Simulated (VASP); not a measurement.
```
CELL_PARAMETERS angstrom
      3.26248     0.00000     0.00000
      0.00000     3.26248     0.00000
      0.00000     0.00000     3.26248
ATOMIC_POSITIONS crystal
  Nd 0.00000 0.00000 0.00000
```

The numbers are results of r2SCAN meta-GGA, VASP's PBE PAW potentials (set 64) (plane waves; VASP), not measurements. Settings: 400 eV cut-off, 13×13×13 Γ-centred mesh, tetrahedra with Blöchl corrections, potentials Nd_3.

The 4f electrons are frozen in the core of the lanthanide potential, so 4f levels, which can set the real gap, and their magnetism are missing.

Task: Give the energies of bands 5 to 8 at the high-symmetry points, in eV from the Fermi level.

Result: 
```json
[
 {"band": "5", "Γ": "-3.80", "X": "-1.12", "M": "-2.65", "R": "-1.16"},
 {"band": "6", "Γ": "-1.15", "X": "-0.29", "M": "0.41", "R": "-1.16"},
 {"band": "7", "Γ": "-1.15", "X": "1.16", "M": "3.71", "R": "-1.16"},
 {"band": "8", "Γ": "6.38", "X": "2.95", "M": "3.71", "R": "5.13"}
]
```

It has no gap at this level: it comes out as a metal or semimetal.

The structure was generated: Nd was put into the simple-cubic type (Pm-3m), which need not be its known phase. It was relaxed first, which changed the volume by -9 %.
